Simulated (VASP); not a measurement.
All values below come from PBE GGA with D3 dispersion (Becke-Johnson damping), VASP's PBE PAW potentials (set 64) (plane waves; VASP).

The input files of a VASP run:

### INCAR
```
! general
SYSTEM   =  HfO2
PREC     =  Accurate
ENCUT    =  520   ! plane-wave cut-off (eV)
LREAL    =  .FALSE.
LASPH    =  .TRUE.   ! aspherical one-centre terms

! electronic loop
EDIFF    =  1E-7   ! SCF stop (eV)
NELM     =  100
ALGO     =  Normal
LMAXMIX  =  6   ! l cut-off of mixed one-centre charges

! smearing
ISMEAR   =  -5   ! tetrahedra, Bloechl

! functional
GGA      =  PE   ! PBE
IVDW     =  12   ! D3, Becke-Johnson

! ions
ISIF     =  2

! output
LWAVE    =  .FALSE.
LCHARG   =  .TRUE.
LORBIT   =  11
NEDOS    =  601

! other
LEFG     =  .TRUE.
```

**KPOINTS**
```
Automatic mesh
0
Gamma
9 9 9
0 0 0
```

### POSCAR
```
HfO2
1
    0.0000000000     2.5239568238     2.5239568238
    2.5239568238     0.0000000000     2.5239568238
    2.5239568238     2.5239568238     0.0000000000
Hf O
1 2
Direct
  0.0000000000   0.0000000000   0.0000000000
  0.2500000000   0.2500000000   0.2500000000
  0.7500000000   0.7500000000   0.7500000000
```

POTCAR, in this order: Hf_pv O (PBE.64 set). Program: vasp_std.

What VASP printed:

File OSZICAR:
```
       N       E                     dE             d eps       ncg     rms          rms(c)
DAV:   1     0.103106264476E+03    0.10311E+03   -0.13066E+04  1050   0.145E+03
DAV:   2    -0.322562346149E+02   -0.13536E+03   -0.13403E+03  1358   0.326E+02
DAV:   3    -0.359754395525E+02   -0.37192E+01   -0.37166E+01  1358   0.532E+01
DAV:   4    -0.359955508139E+02   -0.20111E-01   -0.20110E-01  1323   0.424E+00
DAV:   5    -0.359957200558E+02   -0.16924E-03   -0.16924E-03  1344   0.349E-01    0.496E+01
DAV:   6    -0.303649821288E+02    0.56307E+01   -0.29742E+01  1183   0.389E+01    0.440E+01
DAV:   7    -0.302751553247E+02    0.89827E-01   -0.75007E-01  1316   0.810E+00    0.293E+01
DAV:   8    -0.302522627515E+02    0.22893E-01   -0.21018E-01  1316   0.488E+00    0.578E+00
DAV:   9    -0.302420107654E+02    0.10252E-01   -0.40844E-02  1246   0.182E+00    0.166E+00
DAV:  10    -0.302420718684E+02   -0.61103E-04   -0.44254E-03  1398   0.531E-01    0.302E-01
DAV:  11    -0.302420437040E+02    0.28164E-04   -0.28650E-04  1204   0.144E-01    0.213E-01
DAV:  12    -0.302420539238E+02   -0.10220E-04   -0.51193E-05  1401   0.543E-02    0.538E-02
DAV:  13    -0.302420548939E+02   -0.97013E-06   -0.20543E-06  1290   0.117E-02    0.152E-02
DAV:  14    -0.302420550627E+02   -0.16881E-06   -0.48444E-07  1288   0.548E-03    0.150E-03
DAV:  15    -0.302420550614E+02    0.12776E-08   -0.26813E-08   833   0.147E-03
   1 F= -.30970669E+02 E0= -.30970669E+02  d E =0.000000E+00
```

OUTCAR:
```
------------------------ aborting loop because EDIFF is reached ----------------------------------------
 Edisp (eV)   -0.72861
  FORCE on cell =-STRESS in cart. coord.  units (eV):
  Direction    XX          YY          ZZ          XY          YZ          ZX
  --------------------------------------------------------------------------------------
  Total      -0.00881    -0.00881    -0.00881     0.00000    -0.00000     0.00000
  in kB      -0.43906    -0.43906    -0.43906     0.00000    -0.00000     0.00000
  external pressure =       -0.44 kB  Pullay stress =        0.00 kB
  volume of cell :       32.16
      direct lattice vectors                 reciprocal lattice vectors
     0.000000000  2.523956824  2.523956824    -0.198101646  0.198101646  0.198101646
     2.523956824  0.000000000  2.523956824     0.198101646 -0.198101646  0.198101646
     2.523956824  2.523956824  0.000000000     0.198101646  0.198101646 -0.198101646
 POSITION                                       TOTAL-FORCE (eV/Angst)
 -----------------------------------------------------------------------------------
      0.00000      0.00000      0.00000         0.000000      0.000000      0.000000
      1.26198      1.26198      1.26198         0.000000      0.000000      0.000000
      3.78594      3.78594      3.78594        -0.000000     -0.000000     -0.000000
 -----------------------------------------------------------------------------------
    total drift:                                0.000000      0.000000      0.000000
  FREE ENERGIE OF THE ION-ELECTRON SYSTEM (eV)
  ---------------------------------------------------
  free  energy   TOTEN  =       -30.9706689861 eV

  energy  without entropy=      -30.9706689861  energy(sigma->0) =      -30.97066899

 total charge

# of ion       s       p       d       tot
------------------------------------------
    1        0.296   6.589   1.384   8.270
    2        1.562   3.562   0.000   5.124
    3        1.562   3.562   0.000   5.124
--------------------------------------------------
tot          3.420  13.713   1.384  18.518

 Electric field gradients after diagonalization (V/A^2)
 (convention: |V_zz| > |V_xx| > |V_yy|)
----------------------------------------------------------------------
 ion       V_xx      V_yy      V_zz     asymmetry (V_yy - V_xx)/ V_zz
----------------------------------------------------------------------
   1      -0.000    -0.000     0.001       0.000
   2       0.002     0.002    -0.004       0.000
   3       0.002     0.002    -0.004       0.000
```
(Selected blocks of OUTCAR.)

The compound is HfO2 in the fluorite structure, the high-temperature cubic form, which is unstable at 0 K; the monoclinic form is the stable one. It was relaxed first.
